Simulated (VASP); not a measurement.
All values below come from PW91 GGA, VASP's PBE PAW potentials (set 64) (plane waves; VASP 6.6.1).

Input for VASP

### POSCAR
```
SrTe
1
    0.0000000000     3.3969350000     3.2783300000
    3.3882300000     0.0000000000     3.2783300000
    3.3882300000     3.3969350000     0.0000000000
Sr Te
1 1
Direct
  0.0000000000   0.0000000000   0.0000000000
  0.4960210000   0.5039790000   0.5039790000
```

KPOINTS:
```
Automatic mesh
0
Gamma
6 6 6
0 0 0
```

**INCAR**
```
ALGO = Normal
EDIFF = 1E-6
ENCUT = 400
GGA = 91
ISIF = 2
ISMEAR = 0
LASPH = .TRUE.
LCHARG = .FALSE.
LMAXMIX = 4
LREAL = .FALSE.
LWAVE = .FALSE.
NELM = 100
PREC = Accurate
SIGMA = 0.05
SYSTEM = SrTe
```

POTCAR, in this order: Sr_sv Te (PBE.64 set). Program: vasp_std.

Predict the energy per atom (σ→0), largest force.

The energy per atom (σ→0) is -4172 meV/atom. The largest force is 0.054 eV/Å.

### OSZICAR
```
...
DAV:   6    -0.834443608132E+01    0.10722E+00   -0.20830E-01  1372   0.253E+00    0.885E+00
DAV:   7    -0.834582501278E+01   -0.13889E-02   -0.23249E-01  1532   0.302E+00    0.971E-01
DAV:   8    -0.834437097622E+01    0.14540E-02   -0.28686E-02  1356   0.834E-01    0.291E-01
DAV:   9    -0.834461478708E+01   -0.24381E-03   -0.10505E-03  1460   0.253E-01    0.972E-02
DAV:  10    -0.834476322952E+01   -0.14844E-03   -0.14689E-04  1368   0.855E-02    0.207E-02
DAV:  11    -0.834477968008E+01   -0.16451E-04   -0.19050E-05  1472   0.306E-02    0.272E-02
DAV:  12    -0.834478001656E+01   -0.33649E-06   -0.14535E-06  1272   0.680E-03
   1 F= -.83447800E+01 E0= -.83447800E+01  d E =-.807099E-20
```

The compound is SrTe in the rock salt structure. The cell was not relaxed at this level, atoms are displaced from their ideal sites. The run is one of a series of settings (GGA = 91 against the base run), some of them coarse on purpose.
